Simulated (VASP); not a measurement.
**BaMgSbF: relaxation of cell and atoms with RPBE**

Crystal: BaMgSbF.

```
Ba Sb Mg F
1.0
     4.57330    0.00000    0.00000
     0.00000    4.57330    0.00000
     0.00000    0.00000    9.81840
Ba Sb Mg F
2 2 2 2
Direct
  0.50000 0.00000 0.14046
  0.00000 0.50000 0.85954
  0.50000 0.00000 0.67501
  0.00000 0.50000 0.32499
  0.50000 0.50000 0.50000
  0.00000 0.00000 0.50000
  0.50000 0.50000 0.00000
  0.00000 0.00000 0.00000
```

The cell comes from a database or a generator and needn't be the stable form of this composition.

- Program: VASP 6.6.1
- Task: relaxation of cell and atoms
- Functional: RPBE
- Potentials or basis: VASP PAW PBE potentials, release 64 (Ba_sv, Sb, Mg, F)
- Cutoff: 600 eV
- k mesh: 6 × 6 × 4
- Occupations: gaussian, width 0.03 eV
- Spin: no spin polarisation
- Further INCAR settings: ALGO = Normal; EDIFF = 1e-06; IBRION = 2; EDIFFG = -0.01; NSW = 90; ISIF = 3

The relaxed volume is 28.01 Å³/atom and the relaxed cell is a = 4.673 Å, b = 4.673 Å, c = 10.261 Å, α = 90.00°, β = 90.00°, γ = 90.00°. The space group after relaxing (to 0.05 Å) is P4/nmm (No. 129), the energy gained by relaxing is 26.4 meV/atom and the ionic steps are 11. The pressure after relaxing is 0.0 GPa. The largest force after relaxing is 0.007 eV/Å. The band gap on the k mesh is 1.30 eV, direct.

Forces on the atoms (eV/Å):
```
Ba   0.000  0.000 -0.004
Ba   0.000  0.000  0.004
Sb   0.000  0.000 -0.007
Sb   0.000  0.000  0.007
Mg   0.000  0.000  0.000
Mg   0.000  0.000  0.000
F    0.000  0.000  0.000
F    0.000  0.000  0.000
```

Step by step:
```csv
step,energy change (eV),largest force (eV/Å),pressure (GPa),volume (Å³)
1,0.0000,0.3819,3.89,205.35
2,-0.1949,0.2166,-0.37,224.44
3,-0.1979,0.1726,0.04,222.14
4,-0.1979,0.1794,-0.02,222.48
5,-0.2020,0.1449,-0.04,222.85
6,-0.2091,0.0502,-0.05,223.87
7,-0.2048,0.1465,-0.07,225.88
8,-0.2105,0.0371,-0.06,224.52
9,-0.2109,0.0272,0.04,223.91
10,-0.2109,0.0253,0.06,223.78
11,-0.2110,0.0075,-0.02,224.06
```

Final structure:
```
Ba Sb Mg F
1.0
     4.67292    0.00000    0.00000
     0.00000    4.67292    0.00000
     0.00000    0.00000   10.26119
Ba Sb Mg F
2 2 2 2
Direct
  0.50000 0.00000 0.14327
  0.00000 0.50000 0.85673
  0.50000 0.00000 0.67166
  0.00000 0.50000 0.32834
  0.50000 0.50000 0.50000
  0.00000 0.00000 0.50000
  0.50000 0.50000 0.00000
  0.00000 0.00000 0.00000
```

Levels at points of the mesh, in eV from the valence-band top:
```csv
k point,band 21,band 22,band 23,band 24,band 25,band 26,band 27,band 28
"(0.00, 0.00, 0.00)",-1.09,-0.56,0.00,0.00,1.30,1.64,2.12,2.85
"(0.50, 0.00, 0.00)",-0.93,-0.93,-0.37,-0.37,2.39,2.39,2.75,2.75
"(0.50, 0.50, 0.00)",-1.72,-1.72,-1.55,-1.55,1.66,1.66,2.65,2.65
"(0.00, 0.00, 0.50)",-1.08,-0.87,-0.01,-0.01,1.51,1.84,2.34,2.80
"(0.50, 0.00, 0.50)",-0.86,-0.86,-0.36,-0.36,2.50,2.50,2.80,2.80
"(0.50, 0.50, 0.50)",-1.72,-1.72,-1.56,-1.56,1.93,1.93,2.68,2.68
```

Run time: 6.9 min on 2 MPI ranks on Intel(R) Xeon(R) 6975P-C (Granite Rapids), with other jobs on the host, peak memory 0.54 GiB a rank.

Caveat: the PAW data sets were made with another functional, which shifts forces and pressure a little; spin-orbit coupling is left out, which moves the levels of the heavy elements. A k mesh can miss the band edges.
